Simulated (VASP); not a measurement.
```yaml
crystal:
  lattice:
    - [1.61048, -2.78944, 0.00000]
    - [1.61048, 2.78944, 0.00000]
    - [0.00000, 0.00000, 5.16201]
  atoms:
    - { symbol: Zn, position: [0.66667, 0.33333, 0.50027] }
    - { symbol: Zn, position: [0.33333, 0.66667, 0.00027] }
    - { symbol: O, position: [0.66667, 0.33333, 0.88173] }
    - { symbol: O, position: [0.33333, 0.66667, 0.38173] }
```

Calculation: revTPSS meta-GGA, VASP's PBE PAW potentials (set 64) (plane waves; VASP). Run with 520 eV cut-off, 8×8×4 Γ-centred mesh, Gaussian smearing of 0.050 eV, potentials Zn O.

Problem. Give the stress tensor in GPa (positive for a compressed cell).

Solution. 
```
4.78  0.00  0.00
0.00  4.78  0.00
0.00  0.00  4.66
```
The pressure is its mean diagonal, 4.74 GPa.

The compound is ZnO in the wurtzite structure. This cell is one point of a volume scan, at 0.97 of the reference volume.
